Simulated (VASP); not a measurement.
Input of a VASP 6.6.1 run:

Contents of INCAR:

```
ALGO     = Fast           # electronic algorithm
EDIFF    = 1E-4           # SCF threshold, eV
EDIFFG   = -0.08          # ionic threshold
ENCUT    = 520            # plane-wave cutoff, eV
GGA      = PE             # functional
IBRION   = 2              # ionic algorithm
ISIF     = 3              # what is computed and relaxed
ISMEAR   = 0              # smearing method
KPAR     = 4            
LASPH    = T              # aspherical terms in the spheres
LCHARG   = F              # write CHGCAR
LREAL    = F              # projectors in reciprocal space
LWAVE    = F              # write WAVECAR
NELM     = 60             # most SCF steps
NSW      = 24             # ionic steps
PREC     = Normal         # precision mode
SIGMA    = 0.15           # smearing width, eV
```

KPOINTS

```
k-points
0
Gamma
  4 4 2
```

POSCAR

```
Be3CdSe4
1.0
    3.9199790400      0.0000000000      0.0000000000
    0.0000000000      3.9199790400      0.0000000000
    0.0000000000      0.0000000000     11.0945493900
Be Cd Se
3 1 4
Direct
    0.5000000000      0.5000000000      0.7530459800
    0.0000000000      0.0000000000      0.5000000000
    0.5000000000      0.5000000000      0.2469540200
    0.0000000000      0.0000000000      0.0000000000
    0.0000000000      0.0000000000      0.2373400000
    0.5000000000      0.5000000000      0.0000000000
    0.0000000000      0.0000000000      0.7626600000
    0.5000000000      0.5000000000      0.5000000000
```

Potentials or basis: VASP PAW PBE potentials, release 64 (Be, Cd, Se).

Command:

```bash
$ cat potpaw_PBE.64/Be/POTCAR potpaw_PBE.64/Cd/POTCAR potpaw_PBE.64/Se/POTCAR > POTCAR
$ mpirun -np 4 vasp_std > vasp.out
```

Question: Estimate the relaxed volume.

Answer: 17.78 Å³/atom.

Question: Predict the relaxed cell.

Answer: a = 3.744 Å, b = 3.744 Å, c = 10.143 Å, α = 90.00°, β = 90.00°, γ = 90.00°.

Final structure:
```
Be Cd Se
1.0
     3.74450    0.00000    0.00000
     0.00000    3.74450    0.00000
     0.00000    0.00000   10.14334
Be Cd Se
3 1 4
Cartesian
  1.8722 1.8722 7.3950
  0.0000 3.7445 5.0717
  1.8722 1.8722 2.7483
  0.0000 3.7445 0.0000
  0.0000 0.0000 2.8173
  1.8722 1.8722 0.0000
  0.0000 0.0000 7.3261
  1.8722 1.8722 5.0717
```

Caveat: the k mesh is coarse (spacing up to 0.40 Å⁻¹), so the values aren't converged; the volume moved by over 15 % at a fixed basis, so the end points are rough.
